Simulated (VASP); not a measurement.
Data:

```xyz
6
Lattice="4.1836 0.0000 0.0000 0.0000 4.1836 0.0000 0.0000 0.0000 2.6722" Properties=species:S:1:pos:R:3 pbc="T T T"
Si     2.0918     2.0918     1.3361
Si     0.0000     4.1836     0.0000
O      2.9037     2.9037     0.0000
O      1.2800     1.2800     0.0000
O      3.3718     0.8118     1.3361
O      0.8118     3.3718     1.3361
```

The numbers are results of r2SCAN meta-GGA, VASP's PBE PAW potentials (set 64) (plane waves; VASP), not measurements. Settings: 520 eV cut-off, 6×6×9 Γ-centred mesh, tetrahedra with Blöchl corrections, potentials Si O.

Task: What does the run give for the energy per atom (σ→0), band gap (over mesh and band path) with the smallest direct gap where there is one?

Result: 
The band gap (over mesh and band path) comes out as 6.49 eV and the smallest direct gap (over mesh and band path) is 6.49 eV. The energy per atom (σ→0) is -9.798 eV/atom.

The absolute energy has meaning only against runs of the same code, potentials and settings.

The structure comes from a computed database's SiO2 entry (P4_2/mnm); how it stands against other phases isn't given here. It was relaxed first.
